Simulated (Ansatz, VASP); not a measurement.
# TiW (Ti-W-W-Ti stack, (111) layers) in two plane-wave programs, part 2 of 2

Aim: how closely do two programs agree when they are given the same cell, functional and k mesh? Of the first pair: The structure shown is the start of the Ansatz relaxation below; VASP solves that cell, so the two are compared at the walk's first step.

VASP 6.6.1 and Ansatz 0.2.0.

So far. Step 3 (VASP: single point, PBEsol, start cell, pair 1): The run ends at a pressure of -0.34 GPa, with forces up to 0.19 eV/Å.

### Step 6. VASP: single point, PBEsol, relaxed cell, pair 2

Level of this step: PBEsol; plane waves and PAW (Ti_sv, W) (VASP).

The same cell, functional, mesh and smearing now go to VASP, with its own data sets.

INCAR reads:

```
SYSTEM = TiW
PREC = Accurate
ENCUT = 520
EDIFF = 1E-06
NELM = 120
ISMEAR = 0
SIGMA = 0.1
LREAL = .FALSE.
ALGO = Normal
GGA = PS
NBANDS = 24
LASPH = .TRUE.
LORBIT = 11
LWAVE = .FALSE.
LCHARG = .FALSE.
ISIF = 2
LDIPOL = .TRUE.
IDIPOL = 3
DIPOL = 0.5 0.5 0.238
LVHAR = .TRUE.
GGA_COMPAT = .FALSE.
NELMDL = -8
KPAR = 2
```

POSCAR reads:

```
TiW
1.0
    2.7635850169      0.0000000000      0.0000000000
   -1.3817925084      2.3933348301      0.0000000000
    0.0000000000      0.0000000000     37.5918017562
Ti W
2 2
Direct
    0.0000000000      0.0000000000      0.1422082710
    0.0000000000      0.0000000000      0.3338503153
    0.3333333333      0.6666666667      0.2058882265
    0.6666666667      0.3333333333      0.2701703598
```

KPOINTS reads:

```
Automatic mesh
0
Gamma
12 12 1
0 0 0
```

Potentials, in the order of the species: Ti_sv and W (PBE family, release 64).

Command:

```bash
$ mpirun -np 2 vasp_std
```

Numbers of over 12 decimals in the logs are rounded to 6 here.

Log:

```text
[banner, memory and clock lines left out]
running    2 mpi-ranks, on    1 nodes
[...]
[... a notice as in an earlier step ...]

 LDA part: xc-table for (Slater+PW92), standard interpolation
 POSCAR, INCAR and KPOINTS ok, starting setup
[...]
entering main loop
       N       E                     dE             d eps       ncg     rms          rms(c)
DAV:   1     0.305852084948E+03    0.30585E+03   -0.17723E+04  1160   0.128E+03
DAV:   2    -0.216002658842E+01   -0.30801E+03   -0.29795E+03  1112   0.361E+02
DAV:   3    -0.407522184804E+02   -0.38592E+02   -0.37314E+02  1672   0.112E+02
DAV:   4    -0.456314166334E+02   -0.48792E+01   -0.47886E+01  1384   0.334E+01
[...]
DAV:  31    -0.413917716866E+02   -0.36072E-05   -0.46022E-07   640   0.649E-03    0.297E-03
DAV:  32    -0.413917733993E+02   -0.17128E-05   -0.18637E-07   600   0.396E-03    0.249E-03
DAV:  33    -0.413917742550E+02   -0.85571E-06   -0.13469E-07   600   0.286E-03
   1 F= -.41391774E+02 E0= -.41375599E+02  d E =-.323510E-01
```

From OUTCAR (step 6):

```text
  Total       -0.6464671     -0.6464671     -0.4334835     -0.0000000     -0.0000000     -0.0000000
  in kB       -4.1656960     -4.1656960     -2.7932754     -0.0000000     -0.0000000     -0.0000000
  external PRESSURE =      -3.7082225 kB  Pullay stress =       0.0000000 kB

 POSITION                                       TOTAL-FORCE (eV/Angst)
 -----------------------------------------------------------------------------------
      0.00000      0.00000      5.34587         0.000000      0.000000      0.038274
      0.00000      0.00000     12.55003        -0.000000     -0.000000     -0.038274
     -0.00000      1.59556      7.73971        -0.000000     -0.000000      0.053578
      1.38179      0.79778     10.15619         0.000000      0.000000     -0.053578
 -----------------------------------------------------------------------------------
    total drift:                               -0.000000     -0.000000      0.000132

  FREE ENERGIE OF THE ION-ELECTRON SYSTEM (eV)
  ---------------------------------------------------
  free  energy   TOTEN  =       -41.3917742550 eV

  energy  without entropy=      -41.3594232758  energy(sigma->0) =      -41.37559877

[... 1 part as in an earlier step ...]

[... 2 further parts left out ...]
[key lines of the parts left out:]
E-fermi :  -1.1180
```

The run ends at a pressure of -0.37 GPa, with forces up to 0.054 eV/Å.

### Step 7. Comparison

What differs besides the data sets and the points named for the pairs above, as far as they apply: the data sets hold 52 valence electrons in Ansatz (on its PAW soft_1 files) and 36 in VASP. Total energies have different zeros and are not compared.

Forces (eV/Å; atoms numbered as in POSCAR):

| atom | Ansatz x, y, z | VASP x, y, z |
| --- | --- | --- |
| Ti1 | 0.000, 0.000, 0.000 | 0.000, 0.000, 0.038 |
| Ti2 | 0.000, 0.000, 0.000 | 0.000, 0.000, -0.038 |
| W3 | 0.000, 0.000, 0.000 | 0.000, 0.000, 0.054 |
| W4 | 0.000, 0.000, 0.000 | 0.000, 0.000, -0.054 |

The forces differ by 27 meV/Å r.m.s., where the r.m.s. force is 0.000 eV/Å in Ansatz and 0.027 eV/Å in VASP: the atoms lie near their places of rest in Ansatz, so a percentage would say little (all taken over all components). Where the cell holds vacuum, a pressure given here is an average over it and none of the material.

### Step 8. Ansatz: relaxation, PBEsol

The two programs are compared at the cell with which this relaxation starts, whose forces are those of its first step.

The structure compared here is the start of the Ansatz relaxation; VASP solves that cell, so the two are compared at the walk's first step.

input.yaml reads:

```yaml
crystal:
  lattice:
    - [2.7635850169, 0.0, 0.0]
    - [-1.3817925084, 2.3933348301, 0.0]
    - [0.0, 0.0, 37.5918017562]
  atoms:
    - { symbol: Ti, position: [0.0, 0.0, 0.142208271] }
    - { symbol: W, position: [0.3333333333, 0.6666666667, 0.2058882265] }
    - { symbol: W, position: [0.6666666667, 0.3333333333, 0.2701703598] }
    - { symbol: Ti, position: [0.0, 0.0, 0.3338503153] }
  periodic: [true, true, false]
kpoints:
  mp_grid: { grid: [12, 12, 1] }
hamiltonian:
  xc: pbesol
  pseudopotentials: { kind: paw, azcp: { folder: soft_1 }, xc_functional: pbe }
scf:
  occupations: { method: methfessel_paxton, width: 0.2 }
output:
  forces: true
  stress: true
  eigenvalues: true
relax:
  adjacent_minimum: "off"
  f_tol: 0.001
  max_steps: 60
  cell: { stress_2d_tol: 0.002 }
```

Command:

```bash
$ ansatz run input.yaml --threads 4 --pin off --max-ram 12288MiB --backend cpu --events-out ev --progress --plain --runs-dir out
```

Log:

```text
[...]
Crystal: 4 atoms, lattice volume = 248.639 Å³
Basis set: ecut = 420 eV, 4859 PW (Γ), exchange–correlation on 40×40×512 points (8 copies of the dense FFT grid, shifted against one another)
Bands: 32, of which v1, the nominal top of the filled ones, is band 26 counted from 1 (25 counted from 0)
Symmetry: 12 space group operations
[...]
k-points: 19 of 144
[...]
--- Relaxed structure (4 steps of the walk, 4 accepted, 1 SCFs on fresh bases) ---
[...]
cell:  # Å, volume = 248.0855 Å³
    - [2.760507, -2.8835450471828782e-11, 0]
    - [-1.380253, 2.390669, 0]
    - [0, 0, 37.5918017562]
  atoms:
    - { symbol: Ti, position: [0, 0, 0.141982] }
    - { symbol: W, position: [0.333333, 0.666667, 0.205816] }
    - { symbol: W, position: [0.666667, 0.333333, 0.270243] }
    - { symbol: Ti, position: [0, 0, 0.334076] }
[key lines of the parts left out:]
SCF converged after 9 iterations
Free energy (F): -25459.901177 eV
Fermi energy:    -4.469290 eV
P = ½ c Tr σ = -0.0012 N/m
```

### Step 9. VASP: single point, PBEsol, start cell, pair 3

The same cell, functional, mesh and smearing now go to VASP, with its own data sets.

INCAR: that of step 6 with these lines changed.

```diff
@@ -5,4 +5,4 @@
 NELM = 120
-ISMEAR = 0
-SIGMA = 0.1
+ISMEAR = 1
+SIGMA = 0.2
 LREAL = .FALSE.
```

POSCAR reads:

```
TiW
1.0
    2.7635850000      0.0000000000      0.0000000000
   -1.3817930000      2.3933350000      0.0000000000
    0.0000000000      0.0000000000     37.5918020000
Ti W
2 2
Direct
    0.0000000000      0.0000000000      0.1422082666
    0.0000000000      0.0000000000      0.3338503166
    0.3333335236      0.6666668059      0.2058882147
    0.6666668383      0.3333331941      0.2701703685
```

KPOINTS is that of step 6.

Command:

```bash
$ mpirun -np 2 vasp_std
```

Log:

```text
[... set-up lines as in an earlier step ...]
 entering main loop
       N       E                     dE             d eps       ncg     rms          rms(c)
DAV:   1     0.305860694102E+03    0.30586E+03   -0.17723E+04  1160   0.128E+03
DAV:   2    -0.214601582548E+01   -0.30801E+03   -0.29793E+03  1112   0.361E+02
DAV:   3    -0.407416169642E+02   -0.38596E+02   -0.37312E+02  1672   0.112E+02
DAV:   4    -0.456183745070E+02   -0.48768E+01   -0.47822E+01  1384   0.334E+01
[...]
DAV:  31    -0.413710733300E+02   -0.25000E-05   -0.12416E-07   624   0.200E-03    0.113E-03
DAV:  32    -0.413710756000E+02   -0.22700E-05   -0.98552E-08   616   0.205E-03    0.117E-03
DAV:  33    -0.413710764540E+02   -0.85395E-06   -0.35118E-08   584   0.135E-03
   1 F= -.41371076E+02 E0= -.41371478E+02  d E =0.120436E-02
```

OUTCAR, selected parts (step 9):

```text
  Total       -0.7447390     -0.7447391     -0.3102927      0.0000002      0.0000000     -0.0000000
  in kB       -4.7989386     -4.7989394     -1.9994601      0.0000010      0.0000000     -0.0000000
  external PRESSURE =      -3.8657794 kB  Pullay stress =       0.0000000 kB

 POSITION                                       TOTAL-FORCE (eV/Angst)
 -----------------------------------------------------------------------------------
      0.00000      0.00000      5.34587         0.000000      0.000000      0.022817
      0.00000      0.00000     12.55003        -0.000000     -0.000000     -0.022817
      0.00000      1.59556      7.73971         0.000000     -0.000000      0.050116
      1.38179      0.79778     10.15619         0.000000      0.000000     -0.050116
 -----------------------------------------------------------------------------------
    total drift:                               -0.000000     -0.000000      0.000130

  FREE ENERGIE OF THE ION-ELECTRON SYSTEM (eV)
  ---------------------------------------------------
  free  energy   TOTEN  =       -41.3710764540 eV

  energy  without entropy=      -41.3722808175  energy(sigma->0) =      -41.37147791

[... 1 part as in an earlier step ...]

[... 2 further parts left out ...]
[key lines of the parts left out:]
E-fermi :  -1.1228
```

The run ends at a pressure of -0.39 GPa, with forces up to 0.050 eV/Å.

### Step 10. Comparison

What differs besides the data sets and the points named for the pairs above, as far as they apply: the data sets hold 52 valence electrons in Ansatz (on its PAW soft_1 files) and 36 in VASP. Total energies have different zeros and are not compared.

Forces (eV/Å; atoms numbered as in POSCAR):

| atom | Ansatz x, y, z | VASP x, y, z |
| --- | --- | --- |
| Ti1 | 0.000, 0.000, -0.015 | 0.000, 0.000, 0.023 |
| Ti2 | 0.000, 0.000, 0.015 | 0.000, 0.000, -0.023 |
| W3 | 0.000, 0.000, -0.004 | 0.000, 0.000, 0.050 |
| W4 | 0.000, 0.000, 0.004 | 0.000, 0.000, -0.050 |

The forces differ by 27 meV/Å r.m.s., where the r.m.s. force is 0.006 eV/Å in Ansatz and 0.022 eV/Å in VASP: the atoms lie near their places of rest in Ansatz, so a percentage would say little (all taken over all components). Where the cell holds vacuum, a pressure given here is an average over it and none of the material.

### Step 11. Results

- r.m.s. force difference (single point, PBEsol, start cell, pair 1): 35 meV/Å
- r.m.s. force difference (single point, PBEsol, relaxed cell, pair 2): 27 meV/Å
- r.m.s. force difference (single point, PBEsol, start cell, pair 3): 27 meV/Å

What this shows: The r.m.s. force difference is 35 meV/Å (single point, PBEsol, start cell, pair 1), beyond the 12 meV/Å picked in this series as the mark of a large difference. The data sets hold unlike numbers of valence electrons (52 in Ansatz and 36 in VASP), so part of the differences may come from the potentials. What causes the difference of the single point, PBEsol, start cell, pair 1 pair stays open here. What causes the difference of the single point, PBEsol, relaxed cell, pair 2 pair stays open here. What causes the difference of the single point, PBEsol, start cell, pair 3 pair stays open here. 1 further pair of this series is not shown here. Such differences can come from data sets, numerical settings and the points named under the comparisons, not from the functional's error against experiment.

[Lines on the potential files, build, host, timing and source positions are cut from VASP's logs without a mark.]

[Logs are printed without paths, hosts, clocks, repeated set-up lines and the standing remarks that a program may print on its own settings, such as how far it seeks lower states.]

[Hosts, paths, dates, database ids (printed as entryN), source tags and the programs' standing remarks are cut or masked in the printed files.]
